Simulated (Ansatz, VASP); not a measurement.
# Cross-check of ZnWO4 between VASP and Ansatz

Aim: how closely do two programs agree when they are given the same cell, functional and k mesh? The cell is taken from a series of runs on this material, whose earlier steps may have relaxed, scaled, displaced or heated it; both programs get it as it stands.

Main program and level: Ansatz 0.2.0; plane waves, with VASP 6.6.1 beside it; G0W0 gap at LDA.

## Step 1: Starting point

It takes space group P2/c (No. 13, monoclinic). Conventional cell: a = 4.699 Å, b = 5.729 Å, c = 4.937 Å, α = 90.00°, β = 90.61°, γ = 90.00°. Zn has 6 O at 2.03 to 2.23 Å nearest. Nearest to W lie 6 O at 1.80 to 2.14 Å. Nearest to O lie 2 W at 1.92 to 2.14 Å and 1 Zn at 2.03 Å. Nearest to O lie 1 W at 1.80 Å and 2 Zn at 2.09 to 2.23 Å. Farther neighbours and most contacts between anions are not listed.

## Step 2: Ansatz: G0W0 gap, LDA

Ansatz runs on its default PAW (the set named soft_2) files.

Quasiparticle shifts depend on high empty states and on the cores, so they are the hardest test of two PAW sets.

Input file input.yaml:

```yaml
crystal:
  lattice:
    - [4.6986, 0.0, 0.0]
    - [0.0, 5.7293, 0.0]
    - [-0.052988409, 0.0, 4.9364156144]
  atoms:
    - { symbol: Zn, position: [0.5, 0.684, 0.25] }
    - { symbol: Zn, position: [0.5, 0.316, 0.75] }
    - { symbol: W, position: [0.0, 0.18258, 0.25] }
    - { symbol: W, position: [0.0, 0.81742, 0.75] }
    - { symbol: O, position: [0.2169, 0.1051, 0.9363] }
    - { symbol: O, position: [0.7831, 0.1051, 0.5637] }
    - { symbol: O, position: [0.7831, 0.8949, 0.0637] }
    - { symbol: O, position: [0.2169, 0.8949, 0.4363] }
    - { symbol: O, position: [0.2565, 0.3777, 0.3996] }
    - { symbol: O, position: [0.7435, 0.3777, 0.1004] }
    - { symbol: O, position: [0.7435, 0.6223, 0.6004] }
    - { symbol: O, position: [0.2565, 0.6223, 0.8996] }
kpoints:
  mp_grid: { grid: [4, 2, 2] }
hamiltonian:
  xc: lda
scf:
  occupations: { method: fixed }
gw:
  n_empty_bands: 161
  ecut_chi: 141.5
  qp_bands: [v2, c2]
  qp_kpoints: [[0.0, 0.5, 0.0], [0.0, 0.0, 0.0]]
  screening: { model: contour_deformation }
```

Launch:

```
$ ansatz run input.yaml --threads 16 --pin off --max-ram 29491MiB --backend cpu --events-out ev --progress --plain --runs-dir out
```

Numbers of over 12 decimals in the logs are rounded to 6 here.

What it wrote:

```text
Engine: ansatz 0.2.0, aarch64-unknown-linux-gnu
Pseudopotentials: kind: paw
Pseudopotential: Zn, paw, valence charge 12, recommended cutoff 420 eV (normal), Zn.paw.azcp
Pseudopotential: W, paw, valence charge 14, recommended cutoff 420 eV (normal), W.paw.azcp
Pseudopotential: O, paw, valence charge 6, recommended cutoff 420 eV (normal), O.paw.azcp
Functional definition: SPW92
  exchange = slater_x
  correlation = pw_c
Crystal: 12 atoms, lattice volume = 132.887 Å³
Basis set: ecut = 420 eV, 2605 PW (Γ)
Bands: 62, of which v1, the nominal top of the filled ones, is band 50 counted from 1 (49 counted from 0)
Symmetry: 4 space group operations
Space group: P2/c (ITA 13), of the structure as read, at distance tolerance 5.1e-5 Å
k-points: 12 of 16
Non-local potential: Zn, projectors of the file, l = 0: 2, l = 1: 2, l = 2: 3, l = 3: 1
Non-local potential: W, projectors of the file, l = 0: 3, l = 1: 2, l = 2: 2, l = 3: 1
Non-local potential: O, projectors of the file, l = 0: 2, l = 1: 2, l = 2: 1
PAW form: soft (Blöchl's): semilocal exchange-correlation on the pseudo side does not see the compensation charge
PAW frozen core: Zn, regenerated for the run's functional, and the local potential with it (the file was generated under x = pbe(κ = 0.804, μ = 0.219515), c = pbe(β = 0.066725))
PAW frozen core: W, regenerated for the run's functional, and the local potential with it (the file was generated under x = pbe(κ = 0.804, μ = 0.219515), c = pbe(β = 0.066725))
PAW frozen core: O, regenerated for the run's functional, and the local potential with it (the file was generated under x = pbe(κ = 0.804, μ = 0.219515), c = pbe(β = 0.066725))
PAW one-centre angular grid: Zn, 590 points (default); XC on 64 Gauss nodes
PAW one-centre angular grid: W, 590 points (default); XC on 64 Gauss nodes
PAW one-centre angular grid: O, 110 points (default); XC on 64 Gauss nodes
Initial density: superposition of atomic densities (neutral atoms: chi_scale 0, normalization atom), corrected by the library's trained network
Initial wavefunctions: pseudopotential atomic-orbital guess
Functional: x = slater, c = lda
SCF iter   1: F=—  HF=-31197.938360 eV  |F-HF|=—  |Δ(HF+E_count)|=         —  Δρ=2.17e-2  dr2=5.78e-1  ethr=1.77e-3  ⟨swp⟩=5.0  Hψ=2655  notcnv=0  defer=113
preconditioner: auto → Resta (q_TF=auto, 2.602 Å⁻¹)  ε∞=7.5  [insulator: Δε(μ)=2.608 eV  Ē_g=11.549 eV  n_scr=38 (ndim 8)  ℏωp=29.5 eV  f_vac=0.028  ε∞_Penn≈7.5]
SCF iter   2: F=—  HF=-31197.822861 eV  |F-HF|=—  |Δ(HF+E_count)|=   1.15e-1  Δρ=6.88e-3  dr2=6.56e-2  ethr=5.78e-4  ⟨swp⟩=2.8  Hψ=1363  notcnv=0  defer=109
SCF iter   3: F=—  HF=-31197.811632 eV  |F-HF|=—  |Δ(HF+E_count)|=   1.12e-2  Δρ=2.85e-3  dr2=8.40e-3  ethr=6.56e-5  ⟨swp⟩=2.0  Hψ=1101  notcnv=0  defer=119
SCF iter   4: F=—  HF=-31197.809797 eV  |F-HF|=—  |Δ(HF+E_count)|=   1.83e-3  Δρ=1.41e-3  dr2=2.54e-3  ethr=8.40e-6  ⟨swp⟩=2.0  Hψ=1121  notcnv=0  defer=120
SCF iter   5: F=—  HF=-31197.809285 eV  |F-HF|=—  |Δ(HF+E_count)|=   5.12e-4  Δρ=2.95e-4  dr2=7.69e-5  ethr=2.54e-6  ⟨swp⟩=2.0  Hψ=1110  notcnv=0  defer=120
SCF iter   6: F=—  HF=-31197.809296 eV  |F-HF|=—  |Δ(HF+E_count)|=   1.11e-5  Δρ=9.90e-5  dr2=1.43e-5  ethr=7.69e-8  ⟨swp⟩=2.0  Hψ=1175  notcnv=0  defer=67
SCF iter   7: F=—  HF=-31197.809294 eV  |F-HF|=—  |Δ(HF+E_count)|=   1.80e-6  Δρ=4.37e-5  dr2=2.85e-6  ethr=1.43e-8  ⟨swp⟩=2.0  Hψ=1069  notcnv=0  defer=67
SCF iter   8: F=—  HF=-31197.809293 eV  |F-HF|=—  |Δ(HF+E_count)|=   5.49e-7  Δρ=1.60e-5  dr2=2.96e-7  ethr=2.85e-9  ⟨swp⟩=2.0  Hψ=1089  notcnv=0  defer=67
SCF iter   9: F=-31197.809293 eV  HF=-31197.809293 eV  |F-HF|=6.34e-9  |Δ(HF+E_count)|=   3.67e-8  Δρ=4.22e-6  dr2=3.26e-8  ethr=1.00e-10  ⟨swp⟩=10.5  Hψ=2568  notcnv=0
SCF 1 converged in 9 iterations: F = -31197.809293 eV  dr2 = 3.26e-8
  greatest PAW one-centre occupation: 1.000 electrons in one spin orbital (limit 2), on the W atom at site 3 (counted from 0), in its partial waves of l = 0
NSCF: frozen V_eff on 12 k-points
G₀W₀ screening: q 1/12
[... further progress lines ...]
NSCF: frozen V_eff on 1 k-points
NSCF: frozen V_eff on 1 k-points
SCF converged after 9 iterations
Free energy (F): -31197.809293 eV
Harris-Foulkes:  -31197.809293 eV  (|F-HF|=6.34e-9)
Internal energy: -31197.809293 eV  (E = F + TS)
E sigma→0 (E₀):  -31197.809293 eV
Fermi energy:    8.208644 eV
--- Per-component energies (eV) ---
  E_band       = -417.521403
  E_kinetic    = 2543.680526
  E_local      = -7885.457081  (includes V_loc(G=0)·N_el)
  E_nonlocal   = 1654.002320
  E_hartree    = 2978.296276
  E_xc         = -1370.901075
  E_vxc        = -1317.775221  (∫ρ·V_xc dr)
  E_paw        = -21318.830628  (= ΣΔE_a)
  E_vpaw       = -1368.587376  (= ΣTr[D̂ρ^β])
  E_aug_tail   = 0.019120  (compensation charges beyond the density's cutoff)
  E_ewald      = -7803.074710
  E_core_change = 4.455960  (= ΣΔE_core)
  E_smearing   = -0.000000  (= −TS)
  E_closure    = -0.000000  (closes the sum)
  Σ components = -31197.809293   (vs F -31197.809293, Δ=0.00e0)
--- Band table (eV; the first three rows and the last of 12) ---
  k-point 0: bands = [... 46 lower, 7.5146, 7.8590, 7.9321, 7.9566, 11.5261, 11.9817, 12.0139, 12.0242, ... 8 higher]
  k-point 1: bands = [... 46 lower, 7.6890, 7.6890, 8.0976, 8.0976, 11.5670, 11.5670, 12.0119, 12.0119, ... 8 higher]
  k-point 2: bands = [... 46 lower, 7.5696, 7.6990, 7.7079, 8.2086, 11.0598, 11.9874, 12.1256, 12.3370, ... 8 higher]
  k-point 11: bands = [... 46 lower, 7.3396, 7.3396, 7.8695, 7.8695, 11.8387, 11.8387, 12.0878, 12.0878, ... 8 higher]
--- G₀W₀: contour deformation, 6 samples at zero and on the imaginary axis and 1 off it, 16 q-points, 161 empty bands' worth ---
  eigenvalues of the whole cell's RPA ε∞ on this k-mesh (on a slab, of 1 + 4πα/V) = 5.0485, 5.1241, 5.7709; static W/v taken at q = 0 is 0.184304
  bands read: the sum over 211 bands ends inside a degenerate multiplet in 4 slots, whose members it reads at an even weight; the widest, k=1: bands 211 to 212 (counted from 1) at 1/2 each
    ik  band        ε_KS         Σx   Σc(E_QP)       V_xc       Z   E_QP_lin       E_QP  E_QP is
     0    49      7.9321   -26.3450     5.0404   -21.2655  0.7293     7.8930     7.8931  root
     0    50      7.9566   -27.5817     4.9824   -22.5237  0.7370     7.8809     7.8811  root
     0    51     11.5261   -15.7240    -3.7469   -21.0211  0.7755    13.1124    13.0763  root
     0    52     11.9817   -16.3037    -4.1651   -22.0514  0.7682    13.6098    13.5643  root
     2    49      7.7079   -30.2091     5.2546   -24.6741  0.7359     7.4263     7.4276  root
     2    50      8.2086   -29.4566     5.1498   -24.1680  0.7406     8.0695     8.0698  root
     2    51     11.0598   -15.5926    -4.1557   -21.2787  0.7826    12.6252    12.5902  root
     2    52     11.9874   -16.4867    -4.2236   -22.3425  0.7678    13.6678    13.6196  root
```

[end of part 1 of 2]

[Lines on the potential files, build, host, timing and source positions are cut from VASP's logs without a mark.]

[Logs are printed without paths, hosts, clocks, repeated set-up lines and the standing remarks that a program may print on its own settings, such as how far it seeks lower states.]

[Hosts, paths, dates, database ids (printed as entryN), source tags and the programs' standing remarks are cut or masked in the printed files.]
